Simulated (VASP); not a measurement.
# LuN3 (Pm-3m) in VASP: single point with r2SCAN

Aim: the single point of LuN3 with r2SCAN.

All numbers are computed with VASP 6.6.1; they aren't measurements. Logs are shortened: lines on timing, memory, paths and dates and some standing lists are left out, and cuts for length are marked.

## (1) The structure

The structure is cubic, space group Pm-3m (No. 221). Conventional cell: a = 3.557 Å, b = 3.557 Å, c = 3.557 Å, α = 90.00°, β = 90.00°, γ = 90.00°. Lu (site symmetry m-3m) is surrounded by 12 N at 2.52 Å. N (site symmetry 4/mmm) is surrounded by 4 Lu at 2.52 Å and 8 N at 2.52 Å.

The cell was built by a generator and needn't be a form met in nature.

## (2) Single point, r2SCAN

POSCAR

```
LuN3
1.0
    3.5570690000      0.0000000000      0.0000000000
    0.0000000000      3.5570690000      0.0000000000
    0.0000000000      0.0000000000      3.5570690000
Lu N
1 3
Direct
    0.0000000000      0.0000000000      0.0000000000
    0.0000000000      0.5000000000      0.5000000000
    0.5000000000      0.0000000000      0.5000000000
    0.5000000000      0.5000000000      0.0000000000
```

INCAR.step1

```
SYSTEM = LuN3
PREC = Accurate
ENCUT = 520
ISMEAR = -1
SIGMA = 0.1
LREAL = .False.
LASPH = .True.
NELM = 80
NBANDS = 28
GGA = PE
ALGO = Normal
EDIFF = 1E-4
LWAVE = .True.
LCHARG = .False.
```

INCAR.step2

```
SYSTEM = LuN3
PREC = Accurate
ENCUT = 520
EDIFF = 1E-7
ISMEAR = -1
SIGMA = 0.1
LREAL = .False.
LASPH = .True.
NELM = 80
ALGO = Normal
ISIF = 2
LWAVE = .False.
LCHARG = .False.
METAGGA = R2SCAN
LMIXTAU = .True.
NBANDS = 28
ISTART = 1
```

KPOINTS

```
Automatic mesh
0
Gamma
  9 9 9
  0 0 0
```

Potentials or basis: VASP PAW PBE potentials, release 64 (Lu, N).

Command:

```sh
$ cat potpaw_PBE.64/Lu/POTCAR potpaw_PBE.64/N/POTCAR > POTCAR
$ cp INCAR.step1 INCAR
$ mpirun -np 1 vasp_std > vasp.out
$ cp INCAR.step2 INCAR
$ mpirun -np 1 vasp_std > vasp.out
```

OUTCAR:

```text
SYSTEM = LuN3
   PREC = Accurate
   ENCUT = 520
   EDIFF = 1E-7
   ISMEAR = -1
   LREAL = .False.
   LASPH = .True.
   NELM = 80
   ISIF = 2
   METAGGA = R2SCAN
   ISTART = 1

 ion  position               nearest neighbor table
   1  0.000  0.000  0.000-   2 2.52   3 2.52   4 2.52   2 2.52   3 2.52   2 2.52   4 2.52   2 2.52
                             3 2.52   4 2.52   3 2.52   4 2.52
   2  0.000  0.500  0.500-   1 2.52   1 2.52   1 2.52   1 2.52
   3  0.500  0.000  0.500-   1 2.52   1 2.52   1 2.52   1 2.52
   4  0.500  0.500  0.000-   1 2.52   1 2.52   1 2.52   1 2.52

  LATTYP: Found a simple cubic cell.
 ALAT       =     3.5570690000

  Lattice vectors:

 A1 = (   3.5570690000,   0.0000000000,   0.0000000000)
 A2 = (   0.0000000000,   3.5570690000,   0.0000000000)
 A3 = (   0.0000000000,   0.0000000000,   3.5570690000)

Analysis of symmetry for initial positions (statically):
=====================================================================
 Subroutine PRICEL returns:
 Original cell was already a primitive cell.

 Routine SETGRP: Setting up the symmetry group for a
 simple cubic supercell.

 Subroutine GETGRP returns: Found 48 space group operations
 (whereof 48 operations were pure point group operations)
 out of a pool of 48 trial point group operations.

The static configuration has the point symmetry O_h .

Analysis of symmetry for dynamics (positions and initial velocities):
=====================================================================
 Subroutine PRICEL returns:
 Original cell was already a primitive cell.

 Routine SETGRP: Setting up the symmetry group for a
 simple cubic supercell.

 Subroutine GETGRP returns: Found 48 space group operations
 (whereof 48 operations were pure point group operations)
 out of a pool of 48 trial point group operations.

The dynamic configuration has the point symmetry O_h .

 Subroutine INISYM returns: Found 48 space group operations
 (whereof 48 operations are pure point group operations),
 and found     1 'primitive' translations

----------------------------------------------------------------------------------------

[... 91 lines left out ...]
   LNONCOLLINEAR =      F non collinear calculations
   LSORBIT =      F    spin-orbit coupling
   LASPH  =      T    aspherical Exc in radial PAW
   ENCUT  =  520.0 eV  38.22 Ry    6.18 a.u.   6.61  6.61  6.61*2*pi/ulx,y,z
   NELM   =     80;   NELMIN=  2; NELMDL=  0     # of ELM steps
   EDIFF  = 0.1E-06   stopping-criterion for ELM
   LREAL  =      F    real-space projection
   EDIFFG = 0.1E-05   stopping-criterion for IOM
   NSW    =      0    number of steps for IOM
   IBRION =     -1    ionic relax: 0-MD 1-quasi-New 2-CG
   NFREE  =      0    steps in history (QN), initial steepest desc. (CG)
   ISIF   =      2    stress and relaxation
   ISYM   =      2    0-nonsym 1-usesym 2-fastsym
   POTIM  = 0.5000    time-step for ionic-motion
   TEBEG  =    0.0;   TEEND  =   0.0 temperature during run
   PSTRESS=    0.0 pullay stress
   NELECT =      40.0000    total number of electrons
   NUPDOWN=      -1.0000    fix difference up-down
   EMIN   =  10.00;   EMAX   =-10.00  energy-range for DOS
   EFERMI =   0.00;   METHOD = LEGACY
   ISMEAR =    -1;   SIGMA  =   0.10  broadening in eV -4-tet -1-fermi 0-gaus
   EFERMI_NEDOS =   21; number of points for ismear=-14 and -15
   IALGO  =     38    algorithm
   IMIX   =      4    mixing-type and parameters
     AMIX     =   0.40;   BMIX     =  1.00
     AMIX_MAG =   1.60;   BMIX_MAG =  1.00
  volume/ion in A,a.u.               =      11.25        75.93
  Fermi-wavevector in a.u.,A,eV,Ry     =   1.573992  2.974414 33.707767  2.477451
  Thomas-Fermi vector in A             =   2.675193
   LORBIT       =      0    0 simple, 1 ext, 2 COOP (PROOUT), +10 PAW based schemes
   METAGGA = R2SCAN    functional components
   LHFCALC =     F    Hartree Fock is set to
   AEXX    =    0.0000 exact exchange contribution
   IVDW    =     0    specifies the selected vdW correction
   LEPSILON=     F    determine dielectric tensor
   LRPA    =     F    only Hartree local field effects (RPA)
 non-spin polarized calculation
  energy-cutoff  :      520.00
  volume of cell :       45.01
 maximum number of plane-waves:      1236
 NGX is ok and might be reduce to    28
   NGX = 13   NGY = 13   NGZ = 13

 number of electron      40.0000013 magnetization

 Free energy of the ion-electron system (eV)
  ---------------------------------------------------
  ext. energy  EPLUGINS =         0.00000000
  ---------------------------------------------------
  free energy    TOTEN  =       -61.08409506 eV

  energy without entropy =      -61.00530159  energy(sigma->0) =      -61.04469833

 E-fermi :   2.9641     XC(G=0): -13.0280

 val. band max:        2.9172840783   @ k =   0.3333   0.3333   0.3333
 cond. band min:       2.9830615202   @ k =   0.4444   0.3333   0.2222
 fundamental gap:      0.0657774420
 Fermi energy:         2.9641350537

 k-point     1 :       0.0000    0.0000    0.0000
  band No.  band energies     occupation
      1     -53.2649      2.00000
      2     -23.2101      2.00000
      3     -23.2101      2.00000
      4     -23.2101      2.00000
      5     -13.8198      2.00000
      6      -9.3979      2.00000
[... 733 lines left out ...]
     27      12.1643      0.00000
     28      12.6206      0.00000

 [... further k-points ...]

------------------------ aborting loop because EDIFF is reached ----------------------------------------

  FORCE on cell =-STRESS in cart. coord.  units (eV):
  Direction    XX          YY          ZZ          XY          YZ          ZX
  --------------------------------------------------------------------------------------
  -------------------------------------------------------------------------------------
  Total       -5.1674532     -5.1674532     -5.1674532      0.0000000     -0.0000000      0.0000000
  in kB     -183.9544373   -183.9544373   -183.9544373      0.0000000     -0.0000000      0.0000000
  external PRESSURE =    -183.9544373 kB  Pullay stress =       0.0000000 kB

 VOLUME and BASIS-vectors are now :
 -----------------------------------------------------------------------------
  energy-cutoff  :      520.00
  volume of cell :       45.01
      direct lattice vectors                 reciprocal lattice vectors
     3.557069000  0.000000000  0.000000000     0.281130335  0.000000000  0.000000000
     0.000000000  3.557069000  0.000000000     0.000000000  0.281130335  0.000000000
     0.000000000  0.000000000  3.557069000     0.000000000  0.000000000  0.281130335

 POSITION                                       TOTAL-FORCE (eV/Angst)
 -----------------------------------------------------------------------------------
      0.00000      0.00000      0.00000         0.000000      0.000000      0.000000
      0.00000      1.77853      1.77853         0.000000      0.000000      0.000000
      1.77853      0.00000      1.77853         0.000000      0.000000      0.000000
      1.77853      1.77853      0.00000         0.000000      0.000000      0.000000
 -----------------------------------------------------------------------------------
    total drift:                               -0.000000      0.000000      0.000000

  FREE ENERGIE OF THE ION-ELECTRON SYSTEM (eV)
  ---------------------------------------------------
  free  energy   TOTEN  =       -61.0840950623 eV

  energy  without entropy=      -61.0053015919  energy(sigma->0) =      -61.04469833
```

OUTCAR.step1:

```text
SYSTEM = LuN3
   PREC = Accurate
   ENCUT = 520
   ISMEAR = -1
   LREAL = .False.
   LASPH = .True.
   NELM = 80
[... 973 lines left out ...]
      0.00000      1.77853      1.77853         0.000000      0.000000      0.000000
      1.77853      0.00000      1.77853         0.000000      0.000000      0.000000
      1.77853      1.77853      0.00000         0.000000      0.000000      0.000000
 -----------------------------------------------------------------------------------
    total drift:                               -0.000000      0.000000      0.000000

  FREE ENERGIE OF THE ION-ELECTRON SYSTEM (eV)
  ---------------------------------------------------
  free  energy   TOTEN  =       -24.9853120274 eV

  energy  without entropy=      -24.9037334167  energy(sigma->0) =      -24.94452272
```

It took 1.9 min on 1 thread of Intel Xeon Platinum 8488C (Sapphire Rapids), shared host; peak memory 0.2 GiB.

Results:

* Free energy: -61.0841 eV
* Pressure: -18.4 GPa
* Band gap on the k mesh: none (metal or under the smearing width)

Levels at points of the mesh, in eV from the Fermi level:
| k point | band 18 | band 19 | band 20 | band 21 | band 22 | band 23 |
| --- | --- | --- | --- | --- | --- | --- |
| (0.00, 0.00, 0.00) | -0.26 | -0.26 | -0.26 | 1.99 | 1.99 | 1.99 |

Caveat: so large a pressure means that the cell lies far from this level's equilibrium, or that cutoff or potentials fall short; the potentials were made for another functional, which shifts forces and pressure. Spin-orbit coupling is left out, which matters for the levels of Lu.
